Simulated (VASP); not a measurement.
An input for Quantum ESPRESSO's pw.x (written as the equivalent of a VASP run, and not itself run):

```
&CONTROL
  calculation = 'scf'
  pseudo_dir = './pseudo'
  outdir = './out'
  tprnfor = .true.
  tstress = .true.
/
&SYSTEM
  ibrav = 0
  nat = 3
  ntyp = 2
  ecutwfc = 88
  occupations = 'smearing'
  smearing = 'gaussian'
  degauss = 0.003675
  input_dft = 'pbe'
/
&ELECTRONS
  conv_thr = 7.3e-08
  electron_maxstep = 100
/
ATOMIC_SPECIES
  Na 22.990 Na.upf
  S 32.060 S.upf
CELL_PARAMETERS angstrom
     0.0000000    3.2820088    3.2820088
     3.2820088   -0.0000000    3.2820088
     3.2820088    3.2820088    0.0000000
ATOMIC_POSITIONS crystal
  Na   0.2500000  0.2500000  0.2500000
  Na   0.7500000  0.7500000  0.7500000
  S    0.0000000  0.0000000  1.0000000
K_POINTS automatic
  5 5 5 0 0 0
```

Question: Translate this input to VASP (INCAR, KPOINTS, POSCAR, choice of POTCAR).

Answer: One answer among several that fit: 
### INCAR
```
# general
SYSTEM  =  Na2S
PREC    =  Accurate
ENCUT   =  520   # plane-wave cut-off (eV)
LREAL   =  .FALSE.
LASPH   =  .TRUE.

# electronic loop
EDIFF   =  1E-6
NELM    =  100   # most electronic steps
ALGO    =  Normal   # blocked Davidson

# smearing
ISMEAR  =  0
SIGMA   =  0.05

# functional
GGA     =  PE   # PBE

# output
LWAVE   =  .FALSE.
LCHARG  =  .TRUE.
```

File POSCAR:
```
Na2S
1
    0.0000000000     3.2820088484     3.2820088484
    3.2820088484    -0.0000000000     3.2820088484
    3.2820088484     3.2820088484     0.0000000000
Na S
2 1
Direct
  0.2500000000   0.2500000000   0.2500000000
  0.7500000000   0.7500000000   0.7500000000
  0.0000000000   0.0000000000   1.0000000000
```

**KPOINTS**
```
kpoints
0
gamma
  5 5 5
0 0 0
```

POTCAR, in this order: Na_pv S (PBE.64 set). Program: vasp_std.

Limits of the translation: the potentials are each code's own (VASP's PAW set, PseudoDojo norm-conserving files in pw.x), so ENCUT and ecutwfc are chosen apart and not converted; conv_thr bounds pw.x's estimated SCF error, while EDIFF bounds the energy change between steps.

The compound is Na2S in the antifluorite structure. It was relaxed first.
